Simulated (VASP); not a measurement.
Consider the following.

```
NiC
1.0
    0.00000     2.02117     2.02117
    2.02117     0.00000     2.02117
    2.02117     2.02117     0.00000
Ni C
1 1
Direct
  0.00000   0.00000   0.00000
  0.50000   0.50000   0.50000
```

All values below come from r2SCAN meta-GGA, VASP's PBE PAW potentials (set 64) (plane waves; VASP 6.6.1). Numerical set-up: 520 eV cut-off, 17×17×17 Γ-centred mesh, tetrahedra with Blöchl corrections, potentials Ni C.

Question: Predict the energy per atom (σ→0), band gap (over mesh and band path) with the smallest direct gap where there is one.

Answer: 
```json
{
 "band gap (over mesh and band path)": "none (metal, semimetal or under 0.01 eV)",
 "energy per atom (σ→0)": "-9.913 eV/atom"
}
```

Total energies compare only between runs with the same potentials, cut-off and functional.

The structure was generated: NiC was put into the rock salt type (Fm-3m), which need not be its known phase. It was relaxed first, which changed the volume by -18 %. The run is not spin-polarised, so no magnetic state was tried.
